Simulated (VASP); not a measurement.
An input for Ansatz (written as the equivalent of a VASP run, and not itself run):

Ansatz 0.2 input:
```yaml
crystal:
  lattice:
    - [0.0000000, 2.0348455, 2.0348455]
    - [2.0348455, 0.0000000, 2.0348455]
    - [2.0348455, 2.0348455, 0.0000000]
  atoms:
    - { symbol: Au, position: [0.0000000, 0.0000000, 0.0000000] }
kpoints:
  mp_grid: { grid: [15, 15, 15] }
hamiltonian:
  xc: pbe
  pseudopotentials: { kind: paw }
scf:
  occupations: { method: methfessel_paxton, width: 0.1 }
  max_iter: 100
output: { forces: true, stress: true, eigenvalues: true }
```

Problem. Write the VASP files for the same calculation (PBE).

Solution. Several could match; the one computed here: 
KPOINTS:
```
K-points
0
gamma
  15 15 15
0 0 0
```

**INCAR**
```
ALGO = Normal
EDIFF = 1E-7
ENCUT = 520
GGA = PE
ISIF = 2
ISMEAR = 1
LASPH = .TRUE.
LCHARG = .FALSE.
LMAXMIX = 6
LREAL = .FALSE.
LWAVE = .FALSE.
NELM = 100
PREC = Accurate
SIGMA = 0.1
SYSTEM = Au
```

File POSCAR:
```
Au
1
    0.0000000000     2.0348454723     2.0348454723
    2.0348454723     0.0000000000     2.0348454723
    2.0348454723     2.0348454723     0.0000000000
Au
1
Direct
  0.0000000000   0.0000000000   0.0000000000
```

POTCAR, in this order: Au (PBE.64 set). Program: vasp_std.

What does not carry over: each code has its own PAW files, so the cut-off isn't converted (ENCUT is set for VASP's; basis.ecutwfc is left out, and Ansatz then takes the one that its files recommend); Ansatz stops its SCF on the density residual and VASP on the energy change (EDIFF).

The compound is Au in the fcc structure. This cell is one point of a volume scan, at 0.94 of the reference volume.
